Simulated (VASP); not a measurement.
These are PBE GGA with spin-orbit coupling, VASP's PBE PAW potentials (set 64) (plane waves; VASP 6.6.1) values and carry that method's errors.

The input files of a VASP run:

**INCAR**
```
SYSTEM = WSe2
PREC = Accurate
ENCUT = 300
EDIFF = 1E-6
NELM = 100
ALGO = Normal
LREAL = .FALSE.
LASPH = .TRUE.
ISMEAR = -1
SIGMA = 0.02
GGA = PE
LMAXMIX = 6
LWAVE = .FALSE.
LCHARG = .FALSE.
ISIF = 2
LSORBIT = .TRUE.
LNONCOLLINEAR = .TRUE.
MAGMOM = 0.0 0.0 0.0 0.0 0.0 0.0 0.0 0.0 0.0 0.0 0.0 0.0 0.0 0.0 0.0 0.0 0.0 0.0
GGA_COMPAT = .FALSE.
LORBIT = 11
```

File POSCAR:
```
WSe2
1
    1.6398360000    -2.8402790000     0.0000000000
    1.6398360000     2.8402790000     0.0000000000
    0.0000000000     0.0000000000    12.9587040000
W Se
2 4
Direct
  0.3333330000   0.6666670000   0.2500000000
  0.6666670000   0.3333330000   0.7500000000
  0.3333330000   0.6666670000   0.8790000000
  0.6666670000   0.3333330000   0.3790000000
  0.6666670000   0.3333330000   0.1210000000
  0.3333330000   0.6666670000   0.6210000000
```

### KPOINTS
```
Automatic
0
gamma
  5 5 1
```

POTCAR, in this order: W_sv Se (PBE.64 set). Program: vasp_ncl.

Q: What will the output report for the number of irreducible k-points (NKPTS), largest plane-wave count, number of space-group operations, FFT grid (NGX, NGY, NGZ)?

A: 
```json
{
 "number of irreducible k-points (NKPTS)": "5",
 "largest_plane_wave_count": "2882",
 "number_of_space_group_operations": "24",
 "FFT grid (NGX, NGY, NGZ)": "20 × 20 × 80"
}
```

The structure is a typed WSe2 crystal (P6_3/mmc). The cell was not relaxed at this level. The k-mesh is coarse (spacing up to 0.48 per Å, 2π included), so the numbers may not be converged in it. The run is one of a series of settings (GGA_COMPAT = .FALSE., LNONCOLLINEAR = .TRUE., LSORBIT = .TRUE., MAGMOM = 0.0 0.0 0.0 0.0 0.0 0.0 0.0 0.0 0.0 0.0 0.0 0.0 0.0 0.0 0.0 0.0 0.0 0.0, program vasp_ncl against the base run), some of them coarse on purpose.
